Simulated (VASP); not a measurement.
Level of theory: PBE GGA, VASP's PBE PAW potentials (set 64) (plane waves; VASP 6.6.1).

A VASP calculation is set up with these files.

INCAR:
```
! general
SYSTEM = MgS
PREC   = Accurate
ENCUT  = 300
LREAL  = F
LASPH  = T

! electronic loop
EDIFF  = 1E-6
NELM   = 100
ALGO   = Normal

! smearing
ISMEAR = 0
SIGMA  = 0.01

! functional
GGA    = PE

! ions
ISIF   = 2

! output
LWAVE  = F
LCHARG = F
```

File KPOINTS:
```
Automatic
0
G
11 11 11
0 0 0
```

POSCAR:
```
MgS
5.1306680
  0.0000000000   0.5000000000   0.5000000000
  0.5000000000   0.0000000000   0.5000000000
  0.5000000000   0.5000000000   0.0000000000
Mg S
1 1
direct
  0.0000000000   0.0000000000   0.0000000000
  0.5000000000   0.5000000000   0.5000000000
```

POTCAR, in this order: Mg S (PBE.64 set). Program: vasp_std.

What VASP printed:

**OSZICAR**
```
       N       E                     dE             d eps       ncg     rms          rms(c)
DAV:   1     0.126160150040E+02    0.12616E+02   -0.27740E+03   936   0.508E+02
DAV:   2    -0.841730208475E+01   -0.21033E+02   -0.20227E+02  1304   0.909E+01
DAV:   3    -0.886232828518E+01   -0.44503E+00   -0.44503E+00  1096   0.174E+01
DAV:   4    -0.886389502510E+01   -0.15667E-02   -0.15667E-02  1456   0.107E+00
DAV:   5    -0.886389635916E+01   -0.13341E-05   -0.13340E-05  1160   0.234E-02    0.466E+00
DAV:   6    -0.851520393892E+01    0.34869E+00   -0.87467E-01   944   0.471E+00    0.368E+00
DAV:   7    -0.847522186220E+01    0.39982E-01   -0.23759E-01  1152   0.262E+00    0.238E+00
DAV:   8    -0.847560537749E+01   -0.38352E-03   -0.11998E-02  1032   0.914E-01    0.867E-01
DAV:   9    -0.847547476221E+01    0.13062E-03   -0.43482E-04  1144   0.172E-01    0.254E-01
DAV:  10    -0.847551342586E+01   -0.38664E-04   -0.11864E-04  1232   0.729E-02    0.152E-02
DAV:  11    -0.847551085775E+01    0.25681E-05   -0.18858E-05  1104   0.226E-02    0.944E-03
DAV:  12    -0.847551082187E+01    0.35874E-07   -0.34569E-07   536   0.510E-03
   1 F= -.84755108E+01 E0= -.84755108E+01  d E =-.296293E-39
```

File OUTCAR:
```
------------------------ aborting loop because EDIFF is reached ----------------------------------------
  FORCE on cell =-STRESS in cart. coord.  units (eV):
  Direction    XX          YY          ZZ          XY          YZ          ZX
  --------------------------------------------------------------------------------------
  Total        0.9064673      0.9064673      0.9064673      0.0000000      0.0000000      0.0000000
  in kB       43.0131208     43.0131208     43.0131208      0.0000000      0.0000000      0.0000000
  external PRESSURE =      43.0131208 kB  Pullay stress =       0.0000000 kB
  volume of cell :       33.76
      direct lattice vectors                 reciprocal lattice vectors
     0.000000000  2.565334000  2.565334000    -0.194906394  0.194906394  0.194906394
     2.565334000  0.000000000  2.565334000     0.194906394 -0.194906394  0.194906394
     2.565334000  2.565334000  0.000000000     0.194906394  0.194906394 -0.194906394
 POSITION                                       TOTAL-FORCE (eV/Angst)
 -----------------------------------------------------------------------------------
      0.00000      0.00000      0.00000        -0.000000      0.000000     -0.000000
      2.56533      2.56533      2.56533         0.000000     -0.000000      0.000000
 -----------------------------------------------------------------------------------
    total drift:                                0.000000      0.000000      0.000000
  FREE ENERGIE OF THE ION-ELECTRON SYSTEM (eV)
  ---------------------------------------------------
  free  energy   TOTEN  =        -8.4755108219 eV

  energy  without entropy=       -8.4755108219  energy(sigma->0) =       -8.47551082
```
(Selected blocks of OUTCAR.)

The structure comes from a computed database's MgS entry; how it stands against other phases isn't given here. The cell was not relaxed at this level, and its volume differs by -4.4 % from the start's.
